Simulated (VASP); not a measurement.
```
PbS
1.0
    0.00000     2.97554     2.97554
    2.97554     0.00000     2.97554
    2.97554     2.97554     0.00000
Pb S
1 1
Direct
  0.00000   0.00000   0.00000
  0.50000   0.50000   0.50000
```

Calculation: SCAN meta-GGA, VASP's PBE PAW potentials (set 64) (plane waves; VASP). Numerical set-up: 520 eV cut-off, 9×9×9 Γ-centred mesh, tetrahedra with Blöchl corrections, potentials Pb_d S.

Unless said otherwise, spin-orbit coupling is left out, though it shifts the bands of the heavy elements here.

Predict the energy per atom (σ→0), band gap (over mesh and band path) with the smallest direct gap where there is one.

The band gap (over mesh and band path) is 0.62 eV and the smallest direct gap (over mesh and band path) is 0.62 eV. The energy per atom (σ→0) is -43.246 eV/atom.

The absolute energy has meaning only against runs of the same code, potentials and settings.

The compound is PbS in the rock salt structure. It was relaxed first.
